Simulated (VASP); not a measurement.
# BiSbS4 (P2/m) in VASP: single point with PBE

Aim: the single point of BiSbS4 with PBE.

All numbers are computed with VASP 6.6.1; they aren't measurements. Logs are shortened: lines on timing, memory, paths and dates and some standing lists are left out, and cuts for length are marked.

### 1 The structure

Symmetry: P2/m, No. 10, monoclinic system. The conventional cell has a = 6.634 Å, b = 3.813 Å, c = 6.808 Å, α = 90.00°, β = 90.54°, γ = 90.00°. Sb (site symmetry 2/m) is surrounded by 6 S at 2.51 to 2.62 Å. Around Bi (site symmetry 2/m) lie 6 S at 2.83 to 2.85 Å. S (site symmetry m) is surrounded by 2 Sb at 2.62 Å and 1 Bi at 2.85 Å. S (site symmetry m) is surrounded by 1 Sb at 2.51 Å and 2 Bi at 2.83 Å.

The cell was built by a generator and needn't be a form met in nature.

### 2 Single point, PBE

File INCAR:

```
PREC = Normal ; ENCUT = 520
EDIFF = 1E-5 ; ISMEAR = 0
SIGMA = 0.15 ; LREAL = Auto
LASPH = T ; NELM = 80
ALGO = Fast ; ISIF = 2
LWAVE = F ; LCHARG = F
GGA = PE ; NBANDS = 56
```

File KPOINTS:

```
Automatic mesh
0
Gamma
  4 3 4
```

File POSCAR:

```
BiSbS4
1.0
    6.6335780000      0.0000000000      0.0000000000
    0.0000000000      7.6261400000      0.0000000000
   -0.0641160000      0.0000000000      6.8074600000
Sb Bi S
2 2 8
Direct
    0.0000000000      0.2500000000      0.0000000000
    0.0000000000      0.7500000000      0.0000000000
    0.0000000000      0.0000000000      0.5000000000
    0.0000000000      0.5000000000      0.5000000000
    0.7742210000      0.0000000000      0.1420840000
    0.7742210000      0.5000000000      0.1420840000
    0.2257790000      0.0000000000      0.8579160000
    0.2257790000      0.5000000000      0.8579160000
    0.2303310000      0.2500000000      0.2937250000
    0.2303310000      0.7500000000      0.2937250000
    0.7696690000      0.2500000000      0.7062750000
    0.7696690000      0.7500000000      0.7062750000
```

Potentials or basis: VASP PAW PBE potentials, release 64 (Sb, Bi_d, S).

Launch:

```sh
cat potpaw_PBE.64/Sb/POTCAR potpaw_PBE.64/Bi_d/POTCAR potpaw_PBE.64/S/POTCAR > POTCAR
mpirun -np 1 vasp_std > vasp.out
```

OUTCAR:

```text
PREC = Normal
   ENCUT = 520
   EDIFF = 1E-5
   ISMEAR = 0
   LREAL = Auto
   LASPH = T
   NELM = 80
   ISIF = 2
   GGA = PE

 ion  position               nearest neighbor table
   1  0.000  0.250  0.000-   9 2.51  11 2.51   7 2.62   8 2.62   5 2.62   6 2.62
   2  0.000  0.750  0.000-  10 2.51  12 2.51   7 2.62   8 2.62   5 2.62   6 2.62
   3  0.000  0.000  0.500-   9 2.83  10 2.83  11 2.83  12 2.83   5 2.85   7 2.85   4 3.81   4 3.81

   4  0.000  0.500  0.500-   9 2.83  10 2.83  11 2.83  12 2.83   6 2.85   8 2.85   3 3.81   3 3.81

   5  0.774  0.000  0.142-   1 2.62   2 2.62   3 2.85
   6  0.774  0.500  0.142-   1 2.62   2 2.62   4 2.85
   7  0.226  0.000  0.858-   1 2.62   2 2.62   3 2.85
   8  0.226  0.500  0.858-   1 2.62   2 2.62   4 2.85
   9  0.230  0.250  0.294-   1 2.51   3 2.83   4 2.83
  10  0.230  0.750  0.294-   2 2.51   3 2.83   4 2.83
  11  0.770  0.250  0.706-   1 2.51   3 2.83   4 2.83
  12  0.770  0.750  0.706-   2 2.51   3 2.83   4 2.83

  LATTYP: Found a simple monoclinic cell.
 ALAT       =     6.6335780000
 B/A-ratio  =     1.1496269434
 C/A-ratio  =     1.0262579156
 COS(beta)  =    -0.0094180732

  Lattice vectors:

 A1 = (   6.6335780000,   0.0000000000,   0.0000000000)
 A2 = (   0.0000000000,   7.6261400000,   0.0000000000)
 A3 = (  -0.0641160000,   0.0000000000,   6.8074600000)

Analysis of symmetry for initial positions (statically):
=====================================================================
 Subroutine PRICEL returns following result:

  LATTYP: Found a simple monoclinic cell.
 ALAT       =     6.6335780000
 B/A-ratio  =     0.5748134717
 C/A-ratio  =     1.0262579156
 COS(beta)  =    -0.0094180732

  Lattice vectors:

 A1 = (   6.6335780000,   0.0000000000,   0.0000000000)
 A2 = (   0.0000000000,   3.8130700000,   0.0000000000)
 A3 = (  -0.0641160000,   0.0000000000,   6.8074600000)

   2 primitive cells build up your supercell.

 Routine SETGRP: Setting up the symmetry group for a
 simple monoclinic supercell.

 Subroutine GETGRP returns: Found  4 space group operations
 (whereof  4 operations were pure point group operations)
 out of a pool of  4 trial point group operations.

The static configuration has the point symmetry C_2h.

Analysis of symmetry for dynamics (positions and initial velocities):
=====================================================================
 Subroutine PRICEL returns following result:

  LATTYP: Found a simple monoclinic cell.
 ALAT       =     6.6335780000
 B/A-ratio  =     0.5748134717
 C/A-ratio  =     1.0262579156
 COS(beta)  =    -0.0094180732

  Lattice vectors:

 A1 = (   6.6335780000,   0.0000000000,   0.0000000000)
 A2 = (   0.0000000000,   3.8130700000,   0.0000000000)
 A3 = (  -0.0641160000,   0.0000000000,   6.8074600000)

   2 primitive cells build up your supercell.

 Routine SETGRP: Setting up the symmetry group for a
 simple monoclinic supercell.

 Subroutine GETGRP returns: Found  4 space group operations
 (whereof  4 operations were pure point group operations)
 out of a pool of  4 trial point group operations.

The dynamic configuration has the point symmetry C_2h.

 Subroutine INISYM returns: Found  4 space group operations
 (whereof  4 operations are pure point group operations),
 and found     2 'primitive' translations

----------------------------------------------------------------------------------------

                                     Primitive cell

  volume of cell :     172.1899

  direct lattice vectors                    reciprocal lattice vectors
     6.633578000  0.000000000  0.000000000     0.150748209  0.000000000  0.001419821
     0.000000000  3.813070000  0.000000000     0.000000000  0.262255873  0.000000000
    -0.064116000  0.000000000  6.807460000     0.000000000  0.000000000  0.146897668

  length of vectors
     6.633578000  3.813070000  6.807761931     0.150754895  0.262255873  0.146897668

  position of ions in fractional coordinates (direct lattice)
     0.000000000  0.500000000  0.000000000
     0.000000000  0.000000000  0.500000000
     0.774221000  0.000000000  0.142084000
     0.225779000  0.000000000  0.857916000
     0.230331000  0.500000000  0.293725000
     0.769669000  0.500000000  0.706275000

  ion indices of the primitive-cell ions
   primitive index   ion index
                 1           1
                 2           3
                 3           5
                 4           7
                 5           9
                 6          11

----------------------------------------------------------------------------------------

 KPOINTS: Automatic mesh

Automatic generation of k-mesh.
 Grid dimensions read from file:
 generate k-points for:    4    3    4

 Generating k-lattice:

  Cartesian coordinates                     Fractional coordinates (reciprocal lattice)
     0.037687052  0.000000000  0.000354955     0.250000000  0.000000000  0.000000000
     0.000000000  0.043709312  0.000000000     0.000000000  0.333333333  0.000000000
     0.000000000  0.000000000  0.036724417     0.000000000  0.000000000  0.250000000

  Length of vectors
     0.037688724  0.043709312  0.036724417

  Shift w.r.t. Gamma in fractional coordinates (k-lattice)
     0.000000000  0.000000000  0.000000000

 Subroutine IBZKPT returns following result:
 ===========================================

 Found     20 irreducible k-points:

 Following reciprocal coordinates:
            Coordinates               Weight
  0.000000  0.000000  0.000000      1.000000
  0.250000  0.000000 -0.000000      2.000000
  0.500000  0.000000 -0.000000      1.000000
  0.000000  0.333333  0.000000      2.000000
  0.250000  0.333333 -0.000000      4.000000
  0.500000  0.333333 -0.000000      2.000000
[... 12 lines left out ...]
  0.250000  0.333333  0.500000      4.000000
  0.500000  0.333333  0.500000      2.000000
   k-points           NKPTS =     20   k-points in BZ     NKDIM =     20   number of bands    NBANDS=     56
   number of dos      NEDOS =    301   number of ions     NIONS =     12
   total plane-waves  NPLWV =  76800
   dimension x,y,z NGX =    40 NGY =   48 NGZ =   40
   dimension x,y,z NGXF=    80 NGYF=   96 NGZF=   80
   ions per type =               2   2   8
   NGX,Y,Z   is equivalent  to a cutoff of  10.02, 10.46,  9.77 a.u.
   NGXF,Y,Z  is equivalent  to a cutoff of  20.05, 20.93, 19.54 a.u.
 SYSTEM =  unknown system
   PREC   = normal    normal or accurate (medium, high low for compatibility)
   ISTART =      0    job   : 0-new  1-cont  2-samecut
   ICHARG =      2    charge: 1-file 2-atom 10-const
   ISPIN  =      1    spin polarized calculation?
   LNONCOLLINEAR =      F non collinear calculations
   LSORBIT =      F    spin-orbit coupling
   LASPH  =      T    aspherical Exc in radial PAW
   ENCUT  =  520.0 eV  38.22 Ry    6.18 a.u.  12.33 14.18 12.66*2*pi/ulx,y,z
   NELM   =     80;   NELMIN=  2; NELMDL= -5     # of ELM steps
   EDIFF  = 0.1E-04   stopping-criterion for ELM
   LREAL  =      T    real-space projection
   EDIFFG = 0.1E-03   stopping-criterion for IOM
   NSW    =      0    number of steps for IOM
   IBRION =     -1    ionic relax: 0-MD 1-quasi-New 2-CG
   NFREE  =      0    steps in history (QN), initial steepest desc. (CG)
   ISIF   =      2    stress and relaxation
   ISYM   =      2    0-nonsym 1-usesym 2-fastsym
   POTIM  = 0.5000    time-step for ionic-motion
   TEBEG  =    0.0;   TEEND  =   0.0 temperature during run
   PSTRESS=    0.0 pullay stress
   NELECT =      88.0000    total number of electrons
   NUPDOWN=      -1.0000    fix difference up-down
   EMIN   =  10.00;   EMAX   =-10.00  energy-range for DOS
   EFERMI =   0.00;   METHOD = LEGACY
   ISMEAR =     0;   SIGMA  =   0.15  broadening in eV -4-tet -1-fermi 0-gaus
   EFERMI_NEDOS =   21; number of points for ismear=-14 and -15
   IALGO  =     68    algorithm
   IMIX   =      4    mixing-type and parameters
     AMIX     =   0.40;   BMIX     =  1.00
     AMIX_MAG =   1.60;   BMIX_MAG =  1.00
  volume/ion in A,a.u.               =      28.70       193.67
  Fermi-wavevector in a.u.,A,eV,Ry     =   1.038859  1.963158 14.683780  1.079227
  Thomas-Fermi vector in A             =   2.173362
   LORBIT       =      0    0 simple, 1 ext, 2 COOP (PROOUT), +10 PAW based schemes
   GGA     = PE    functional components
   LHFCALC =     F    Hartree Fock is set to
   AEXX    =    0.0000 exact exchange contribution
   IVDW    =     0    specifies the selected vdW correction
   LEPSILON=     F    determine dielectric tensor
   LRPA    =     F    only Hartree local field effects (RPA)
 non-spin polarized calculation
 RMM-DIIS sequential band-by-band and
 Gauss-broadening in eV      SIGMA  =   0.15
  energy-cutoff  :      520.00
  volume of cell :      344.38
 maximum number of plane-waves:      9304
   NGX = 25   NGY = 29   NGZ = 25

 number of electron      87.9999950 magnetization

 Free energy of the ion-electron system (eV)
  ---------------------------------------------------
  ext. energy  EPLUGINS =         0.00000000
  ---------------------------------------------------
  free energy    TOTEN  =       -50.45119461 eV

  energy without entropy =      -50.43265047  energy(sigma->0) =      -50.44192254

 E-fermi :   3.4324     XC(G=0):  -8.4748

 val. band max:        3.3722495466   @ k =   0.0000   0.0000   0.5000
 cond. band min:       3.4804149603   @ k =   0.5000   0.0000   0.5000
 fundamental gap:      0.1081654137
 Fermi energy:         3.4323533405

 k-point     1 :       0.0000    0.0000    0.0000
  band No.  band energies     occupation
      1     -19.3166      2.00000
      2     -19.2992      2.00000
      3     -19.2799      2.00000
      4     -19.2738      2.00000
      5     -19.2705      2.00000
      6     -19.2609      2.00000
[... 48 lines left out ...]
     55       7.9192      0.00000
     56       8.5263      0.00000

 k-point     2 :       0.2500    0.0000   -0.0000
  band No.  band energies     occupation
      1     -19.3166      2.00000
      2     -19.2992      2.00000
      3     -19.2800      2.00000
      4     -19.2738      2.00000
      5     -19.2705      2.00000
      6     -19.2609      2.00000
[... 48 lines left out ...]
     55       7.6666      0.00000
     56       8.2553      0.00000

 k-point     3 :       0.5000    0.0000   -0.0000
  band No.  band energies     occupation
      1     -19.3166      2.00000
      2     -19.2992      2.00000
      3     -19.2799      2.00000
      4     -19.2738      2.00000
      5     -19.2704      2.00000
      6     -19.2609      2.00000
[... 936 lines left out ...]
 k-point    19 :       0.2500    0.3333    0.5000
  band No.  band energies     occupation
      1     -19.3027      2.00000
      2     -19.2942      2.00000
      3     -19.2847      2.00000
      4     -19.2790      2.00000
      5     -19.2653      2.00000
      6     -19.2600      2.00000
[... 48 lines left out ...]
     55       7.7576      0.00000
     56       8.1283      0.00000

 k-point    20 :       0.5000    0.3333    0.5000
  band No.  band energies     occupation
      1     -19.3027      2.00000
      2     -19.2942      2.00000
      3     -19.2846      2.00000
      4     -19.2790      2.00000
      5     -19.2653      2.00000
      6     -19.2600      2.00000
[... 48 lines left out ...]
     55       7.7488      0.00000
     56       7.8957      0.00000

------------------------ aborting loop because EDIFF is reached ----------------------------------------

  FORCE on cell =-STRESS in cart. coord.  units (eV):
  Direction    XX          YY          ZZ          XY          YZ          ZX
  --------------------------------------------------------------------------------------
  -------------------------------------------------------------------------------------
  Total        0.0892576      0.0417063      0.0657684      0.0000000      0.0000000      0.0166997
  in kB        0.4152578      0.1940328      0.3059781      0.0000000      0.0000000      0.0776932
  external PRESSURE =       0.3050896 kB  Pullay stress =       0.0000000 kB

 VOLUME and BASIS-vectors are now :
 -----------------------------------------------------------------------------
  energy-cutoff  :      520.00
  volume of cell :      344.38
      direct lattice vectors                 reciprocal lattice vectors
     6.633578000  0.000000000  0.000000000     0.150748209  0.000000000  0.001419821
     0.000000000  7.626140000  0.000000000     0.000000000  0.131127936  0.000000000
    -0.064116000  0.000000000  6.807460000     0.000000000  0.000000000  0.146897668

 POSITION                                       TOTAL-FORCE (eV/Angst)
 -----------------------------------------------------------------------------------
      0.00000      1.90654      0.00000        -0.000000      0.000000      0.000000
      0.00000      5.71961      0.00000         0.000000     -0.000000      0.000000
     -0.03206      0.00000      3.40373         0.000000     -0.000000      0.000000
     -0.03206      3.81307      3.40373         0.000000     -0.000000      0.000000
      5.12675      0.00000      0.96723         0.002106     -0.000000      0.002259
      5.12675      3.81307      0.96723         0.002106      0.000000      0.002259
      1.44272      0.00000      5.84023        -0.002106      0.000000     -0.002259
      1.44272      3.81307      5.84023        -0.002106     -0.000000     -0.002259
      1.50909      1.90654      1.99952         0.002416      0.000000      0.019675
      1.50909      5.71961      1.99952         0.002416     -0.000000      0.019675
      5.06038      1.90654      4.80794        -0.002416     -0.000000     -0.019675
      5.06038      5.71961      4.80794        -0.002416     -0.000000     -0.019675
 -----------------------------------------------------------------------------------
    total drift:                                0.000000      0.000000     -0.000000

  FREE ENERGIE OF THE ION-ELECTRON SYSTEM (eV)
  ---------------------------------------------------
  free  energy   TOTEN  =       -50.4511946127 eV

  energy  without entropy=      -50.4326504741  energy(sigma->0) =      -50.44192254
```

Wall time 3.5 min (1 thread of Intel Xeon Platinum 8259CL at 2.50GHz (Skylake/Cascade Lake), shared host); peak memory 0.4 GiB.

Results:

```
Free energy            : -50.4512 eV
Pressure               : 0.0 GPa
Largest force          : 0.020 eV/Å
Band gap on the k mesh : none (metal or under the smearing width)
```

Forces on the atoms (eV/Å):
```
Sb   0.000  0.000  0.000
Sb   0.000  0.000  0.000
Bi   0.000  0.000  0.000
Bi   0.000  0.000  0.000
S    0.002  0.000  0.002
S    0.002  0.000  0.002
S   -0.002  0.000 -0.002
S   -0.002  0.000 -0.002
S    0.002  0.000  0.020
S    0.002  0.000  0.020
S   -0.002  0.000 -0.020
S   -0.002  0.000 -0.020
```

Levels at points of the mesh, in eV from the Fermi level:
| k point | band 42 | band 43 | band 44 | band 45 | band 46 | band 47 |
| --- | --- | --- | --- | --- | --- | --- |
| (0.00, 0.00, 0.00) | -0.88 | -0.74 | -0.31 | -0.07 | 0.60 | 1.41 |
| (0.50, 0.00, 0.00) | -0.89 | -0.76 | -0.18 | 0.37 | 0.72 | 1.35 |
| (0.00, 0.00, 0.50) | -1.00 | -0.65 | -0.06 | 0.30 | 0.34 | 2.29 |
| (0.50, 0.00, 0.50) | -1.02 | -0.71 | -0.16 | 0.05 | 0.33 | 2.46 |

Caveat: spin-orbit coupling is left out, which moves the levels of the heavy elements; this functional lacks dispersion, which binds the layers, so the pressure and a relaxed spacing across them are unreliable.
